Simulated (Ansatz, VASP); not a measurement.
**BeSiSb2 in VASP and in Ansatz**

```
CELL_PARAMETERS angstrom
4.12185 0.00000 0.00000
0.00000 4.12185 0.00000
0.00000 0.00000 5.77921
ATOMIC_POSITIONS crystal
Be 0.00000 0.00000 0.00000
Sb 0.00000 0.50000 0.22621
Sb 0.50000 0.00000 0.77379
Si 0.50000 0.50000 0.50000
```

Alike in both runs: task single point; functional r2SCAN; k mesh 6 × 6 × 4; occupations fermi-dirac, width 0.02 eV; no spin polarisation.

|  | VASP | Ansatz |
| --- | --- | --- |
| version | VASP 6.6.1 | Ansatz 0.2.0 |
| potentials or method | VASP PAW PBE potentials, release 64 (Be, Sb, Si) | plane waves, PAW |
| plane-wave cutoff (eV) | 520 | 500 |
| valence electrons in the cell | 16 | 36 |

```tsv
	VASP	Ansatz	Ansatz less VASP
pressure (GPa)	0.3	0.0	-0.32
rms of the force components (eV/Å)	0.011	0.000	-0.0108
```

The functional is the same, so the differences come from potentials, cutoffs and numerics. The two sets of potentials don't hold the same shells in valence.

Caveats: the PAW data sets were made with another functional, which shifts forces and pressure a little (VASP).
